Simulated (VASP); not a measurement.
BeSb: single point with HSE(alpha, omega)

Crystal: BeSb.

```xyz
2
Lattice="3.8791 0.0000 0.0000 -1.9396 3.3594 0.0000 0.0000 0.0000 3.0375" Properties=species:S:1:pos:R:3 pbc="T T T"
Be    0.0000    0.0000    0.0000
Sb    0.0000    2.2396    1.5188
```

The cell was built by a generator and needn't be a form met in nature.

| Property | Result |
| --- | --- |
| Program | VASP 6.6.1 |
| Task | single point |
| Functional | HSE(alpha, omega) |
| Potentials or basis | VASP PAW PBE potentials, release 64 (Be, Sb) |
| Cutoff | 520 eV |
| k mesh | 4 × 4 × 5 |
| Occupations | fermi-dirac, width 0.05 eV |
| Spin | no spin polarisation |

```json
{
 "Pressure": "-2.0 GPa",
 "Band gap on the k mesh": "none (metal or under the smearing width)"
}
```

Stress tensor (GPa, compression positive):
```
-2.49  0.00  0.00
 0.00 -2.49  0.00
 0.00  0.00 -1.00
```

Levels at points of the mesh, in eV from the Fermi level:
```
           k point  band 1  band 2  band 3  band 4  band 5  band 6  band 7  band 8
(0.00, 0.00, 0.00)  -13.87   -1.37   -1.37    2.18    2.41    3.44    3.44    7.13
(0.50, 0.00, 0.00)  -12.13   -7.68   -3.35    1.16    4.74    7.12    8.42    9.55
(0.50, 0.50, 0.00)  -12.13   -7.68   -3.35    1.16    4.74    7.12    8.42    9.55
```

Run time: 2.6 min on 1 thread of Intel(R) Xeon(R) Platinum 8375C CPU @ 2.90GHz (Ice Lake), with other jobs on the host, peak memory 0.26 GiB.

Caveat: the k mesh is coarse (spacing up to 0.47 Å⁻¹), so the values aren't converged, least of all with exact exchange; the PAW data sets were made with another functional, which shifts forces and pressure a little. The run has no spin-orbit coupling, so splittings on Sb are missing.
